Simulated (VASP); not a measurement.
Output of a VASP run:

File OSZICAR:
```
       N       E                     dE             d eps       ncg     rms          rms(c)
DAV:   1     0.112961522614E+03    0.11296E+03   -0.84214E+03   759   0.148E+03
DAV:   2    -0.110479082957E+01   -0.11407E+03   -0.11022E+03   789   0.328E+02
DAV:   3    -0.932457332025E+01   -0.82198E+01   -0.80742E+01  1020   0.921E+01
DAV:   4    -0.954622771355E+01   -0.22165E+00   -0.22151E+00   856   0.165E+01
DAV:   5    -0.955733170825E+01   -0.11104E-01   -0.11104E-01  1170   0.330E+00    0.542E+00
DAV:   6    -0.919028646530E+01    0.36705E+00   -0.69751E-01  1103   0.164E+01    0.323E+00
DAV:   7    -0.915730301388E+01    0.32983E-01   -0.17325E-01  1072   0.409E+00    0.111E+00
DAV:   8    -0.915449604819E+01    0.28070E-02   -0.15626E-02  1018   0.180E+00    0.366E-01
DAV:   9    -0.915467878810E+01   -0.18274E-03   -0.18148E-03   962   0.676E-01    0.178E-01
DAV:  10    -0.915469133819E+01   -0.12550E-04   -0.17258E-04   955   0.109E-01    0.120E-01
DAV:  11    -0.915471343921E+01   -0.22101E-04   -0.27797E-05   885   0.531E-02    0.187E-02
DAV:  12    -0.915471433851E+01   -0.89930E-06   -0.14335E-05   989   0.803E-02    0.176E-02
DAV:  13    -0.915471432611E+01    0.12395E-07   -0.81441E-07   512   0.974E-03
   1 F= -.75714584E+01 E0= -.75714584E+01  d E =-.757146E+01
       N       E                     dE             d eps       ncg     rms          rms(c)
DAV:   1    -0.113398481546E+02   -0.21851E+01   -0.49682E+01   939   0.143E+02    0.117E+01
DAV:   2    -0.925451167286E+01    0.20853E+01   -0.51482E+00   944   0.763E+01    0.313E+00
DAV:   3    -0.900622287822E+01    0.24829E+00   -0.66714E-01   979   0.195E+01    0.238E+00
DAV:   4    -0.899867105639E+01    0.75518E-02   -0.42791E-02   828   0.190E+00    0.152E+00
DAV:   5    -0.899566944498E+01    0.30016E-02   -0.61429E-03  1008   0.154E+00    0.421E-01
DAV:   6    -0.899578150691E+01   -0.11206E-03   -0.12409E-03  1161   0.424E-01    0.125E-01
DAV:   7    -0.899579007809E+01   -0.85712E-05   -0.74488E-05  1097   0.909E-02    0.384E-02
DAV:   8    -0.899578946704E+01    0.61105E-06   -0.33515E-06   816   0.200E-02
   2 F= -.75857313E+01 E0= -.75857313E+01  d E =-.142730E-01
       N       E                     dE             d eps       ncg     rms          rms(c)
DAV:   1    -0.954435609853E+01   -0.54857E+00   -0.11431E+01   959   0.836E+01    0.423E+00
DAV:   2    -0.917841894184E+01    0.36594E+00   -0.73791E-01   964   0.219E+01    0.161E+00
DAV:   3    -0.911030596144E+01    0.68113E-01   -0.22055E-01   974   0.115E+01    0.845E-01
DAV:   4    -0.911034774930E+01   -0.41788E-04   -0.11136E-02   779   0.117E+00    0.647E-01
DAV:   5    -0.910889077288E+01    0.14570E-02   -0.11178E-03   877   0.373E-01    0.298E-01
DAV:   6    -0.910868245191E+01    0.20832E-03   -0.42945E-04  1092   0.230E-01    0.479E-02
DAV:   7    -0.910868257806E+01   -0.12615E-06   -0.52007E-05   977   0.140E-01    0.115E-02
DAV:   8    -0.910867960157E+01    0.29765E-05   -0.10656E-05   749   0.904E-02    0.321E-03
DAV:   9    -0.910867953601E+01    0.65565E-07   -0.56525E-07   472   0.120E-02
   3 F= -.76228030E+01 E0= -.76228030E+01  d E =-.513446E-01
```

OUTCAR:
```
------------------------ aborting loop because EDIFF is reached ----------------------------------------
  FORCE on cell =-STRESS in cart. coord.  units (eV):
  Direction    XX          YY          ZZ          XY          YZ          ZX
  --------------------------------------------------------------------------------------
  Total        1.4783888      1.4783888      1.4783888      0.0000000     -0.0000000      0.0000000
  in kB       49.7480355     49.7480355     49.7480355      0.0000000     -0.0000000      0.0000000
  external PRESSURE =      -0.2519645 kB  Pullay stress =      50.0000000 kB
  volume of cell :       47.61
      direct lattice vectors                 reciprocal lattice vectors
     0.000000000  2.876721189  2.876721189    -0.173808988  0.173808988  0.173808988
     2.876721189  0.000000000  2.876721189     0.173808988 -0.173808988  0.173808988
     2.876721189  2.876721189  0.000000000     0.173808988  0.173808988 -0.173808988
  FREE ENERGIE OF THE ION-ELECTRON SYSTEM (eV)
  ---------------------------------------------------
  free  energy   TOTEN  =        -9.1086795360 eV

  energy  without entropy=       -9.1086795360  energy(sigma->0) =       -9.10867954
  enthalpy is  TOTEN    =        -7.6228029665 eV   P V=        1.4858765695

 reached required accuracy - stopping structural energy minimisation
```
(Selected blocks of OUTCAR.)

POSCAR:
```
InP
1
    0.0000000000     2.9382398045     2.9382398045
    2.9382398045     0.0000000000     2.9382398045
    2.9382398045     2.9382398045     0.0000000000
In P
1 1
Direct
  0.0000000000   0.0000000000   0.0000000000
  0.2500000000   0.2500000000   0.2500000000
```

### Question
Write an INCAR and KPOINTS that could have produced this output.

### Answer
Several could match; the one computed here: the input of the run itself, PBEsol GGA, plane waves, VASP's PBE PAW potentials (set 64).

KPOINTS:
```
Automatic mesh
0
Gamma
8 8 8
0 0 0
```

### INCAR
```
LREAL = .False.   # projection in real space or not
SYSTEM = InP
EDIFF = 1E-6   # SCF stop (eV)
LWAVE = .False.
NSW = 40
GGA = PS   # PBEsol
NELM = 100   # most electronic steps
ISIF = 3   # ions, shape and volume
ISMEAR = 0   # Gaussian
ALGO = Normal   # blocked Davidson
PSTRESS = 50   # kbar
SIGMA = 0.05
PREC = Accurate
LASPH = .True.
ENCUT = 500   # plane-wave cut-off (eV)
LCHARG = .False.
EDIFFG = -0.02
LMAXMIX = 4   # l cut-off of mixed one-centre charges
IBRION = 2   # conjugate gradients
```

POTCAR, in this order: In_d P (PBE.64 set). Program: vasp_std.

Energy and stress use the plane-wave basis of the starting cell.

The structure was generated: InP was put into the zinc blende type (F-43m), which need not be its known phase. This run relaxes it under an external pressure of 5 GPa. Symmetry was kept, so distortions that lower it aren't found.
